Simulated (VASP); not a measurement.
A periodic (001) film of C (diamond) under uniaxial in-plane strain, normal axis and ions relaxed with LDA. Gaps from mBJ in VASP (PAW), over mesh and path in the film cell's folded zone.

```csv
strain (%),gap (eV)
-1,4.910
+1,4.768
```

Task: Take the line through the two rows and predict the gap at +2 %.

Result: The slope is -0.071 eV per cent, which gives 4.839 + (-0.071)(+2) = 4.70 eV. The run gave 4.56 eV, -0.13 eV from the line, so the dependence isn't linear over this range; another valley or band may have taken over.

Runs of the series that failed, ran out of time, didn't relax or are held back are left out.

The compound is C in the diamond structure.
